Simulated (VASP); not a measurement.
Sb2Te4O: relaxation of cell and atoms with PBE

Sb2Te4O:

```
CELL_PARAMETERS angstrom
4.51400 0.00000 0.00000
0.00000 4.51400 0.00000
0.00000 0.00000 9.73874
ATOMIC_POSITIONS crystal
Sb 0.50000 0.00000 0.23457
Sb 0.00000 0.50000 0.76543
Te 0.50000 0.50000 0.50000
Te 0.00000 0.00000 0.50000
Te 0.50000 0.00000 0.87084
Te 0.00000 0.50000 0.12916
O 0.50000 0.50000 0.00000
```

The cell was built by a generator and needn't be a form met in nature.

- Program: VASP 6.6.1
- Task: relaxation of cell and atoms
- Functional: PBE
- Potentials or basis: VASP PAW PBE potentials, release 64 (Sb, Te, O)
- Cutoff: 520 eV
- k mesh: 3 × 3 × 2
- Occupations: gaussian, width 0.15 eV
- Spin: no spin polarisation
- Further INCAR settings: PREC = Normal; ALGO = Fast; EDIFF = 0.0001; IBRION = 2; EDIFFG = -0.08; NSW = 24; ISIF = 3

```json
{"Relaxed volume": "25.91 Å³/atom", "Relaxed cell": "a = 4.489 Å, b = 4.489 Å, c = 9.001 Å, α = 90.00°, β = 90.00°, γ = 90.00°", "Space group after relaxing (to 0.05 Å)": "P-4m2 (No. 115)", "Energy gained by relaxing": "126.1 meV/atom", "Ionic steps": "12", "Pressure after relaxing": "0.2 GPa", "Largest force after relaxing": "0.054 eV/Å", "Band gap on the k mesh": "none (metal or under the smearing width)"}
```

Forces on the atoms (eV/Å):
```
Sb   0.000  0.000 -0.029
Sb   0.000  0.000  0.029
Te   0.000  0.000  0.000
Te   0.000  0.000  0.000
Te   0.000  0.000 -0.054
Te   0.000  0.000  0.054
O    0.000  0.000  0.000
```

Stress tensor (GPa, compression positive):
```
0.18 0.00 0.00
0.00 0.18 0.00
0.00 0.00 0.26
```

Step by step:
| step | energy change (eV) | largest force (eV/Å) | pressure (GPa) | volume (Å³) |
| --- | --- | --- | --- | --- |
| 1 | 0.0000 | 0.9816 | -4.27 | 198.44 |
| 2 | -0.4458 | 0.9922 | 1.14 | 177.46 |
| 3 | -0.4498 | 0.9736 | 1.69 | 175.57 |
| 4 | -0.7304 | 0.6941 | 2.52 | 173.17 |
| 5 | -0.7483 | 0.5054 | 3.05 | 172.32 |
| 6 | -0.8377 | 0.1677 | -1.01 | 184.53 |
| 7 | -0.8473 | 0.2406 | -0.30 | 181.45 |
| 8 | -0.8470 | 0.2525 | -0.03 | 180.97 |
| 9 | -0.8714 | 0.2186 | -0.02 | 181.23 |
| 10 | -0.8758 | 0.2010 | -0.01 | 181.38 |
| 11 | -0.8813 | 0.0956 | 0.14 | 181.38 |
| 12 | -0.8824 | 0.0542 | 0.21 | 181.38 |

Final structure:
```cif
data_structure
_symmetry_space_group_name_H-M 'P 1'
_symmetry_Int_Tables_number 1
_cell_length_a 4.4890
_cell_length_b 4.4890
_cell_length_c 9.0007
_cell_angle_alpha 90.000
_cell_angle_beta 90.000
_cell_angle_gamma 90.000
_cell_volume 181.38
loop_
_atom_site_label
_atom_site_type_symbol
_atom_site_fract_x
_atom_site_fract_y
_atom_site_fract_z
_atom_site_occupancy
Sb1 Sb 0.50000 0.00000 0.21576 1
Sb2 Sb 0.00000 0.50000 0.78424 1
Te1 Te 0.50000 0.50000 0.50000 1
Te2 Te 0.00000 0.00000 0.50000 1
Te3 Te 0.50000 0.00000 0.89038 1
Te4 Te 0.00000 0.50000 0.10962 1
O1 O 0.50000 0.50000 0.00000 1
```

Levels at points of the mesh, in eV from the Fermi level:
```tsv
k point	band 16	band 17	band 18	band 19	band 20	band 21	band 22	band 23	band 24
(0.00, 0.00, 0.00)	-2.18	-1.26	-0.91	-0.91	-0.41	1.60	1.60	2.12	2.48
(0.00, 0.00, 0.50)	-1.58	-1.10	-0.97	-0.97	-0.49	1.30	1.36	1.36	1.56
```

It took 86 s on 2 MPI ranks on Intel(R) Xeon(R) Platinum 8375C CPU @ 2.90GHz (Ice Lake), on a shared host, peak memory 0.21 GiB a rank.

Caveat: the k mesh is coarse (spacing up to 0.46 Å⁻¹), so the values aren't converged; the relaxation stopped at a loose force limit of 0.08 eV/Å, so its end isn't a converged minimum. The run has no spin-orbit coupling, so splittings on Sb, Te are missing.
